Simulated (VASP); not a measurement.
## Al2O3 (space group R-3): computed properties

Calculation: r2SCAN meta-GGA, VASP's PBE PAW potentials (set 64) (plane waves; VASP 6.6.1).

| Quantity | Value |
|---|---|
| space group | R-3 (148) |
| cell | a = b = 4.800 Å, c = 13.394 Å, α = β = 90.00°, γ = 120.00° |
| volume per atom | 8.91 Å³/atom |
| band gap (over mesh and band path) | 6.92 eV |
| smallest direct gap (over mesh and band path) | 6.95 eV |
| band-edge character | indirect, Γ-S0 at 0.29 to Γ |
| density | 3.80 g/cm³ |

```xyz
10
Lattice="2.3998 1.3856 4.4648 -2.3998 1.3856 4.4648 0.0000 -2.7711 4.4648" Properties=species:S:1:pos:R:3 pbc="T T T"
Al     0.0000     0.0000     0.0000
Al     0.0000     0.0000     6.6972
Al     0.0000     0.0000     9.2861
Al     0.0000     0.0000     4.1083
O      0.6912    -1.2982     5.4665
O     -0.6912     1.2982     7.9278
O      0.7787     1.2476     5.4665
O     -0.7787    -1.2476     7.9278
O     -1.4698     0.0505     5.4665
O      1.4698    -0.0505     7.9278
```

The structure comes from a computed database's Al2O3 entry (R-3); how it stands against other phases isn't given here. It was relaxed first. Symmetry was kept, so distortions that lower it aren't found.
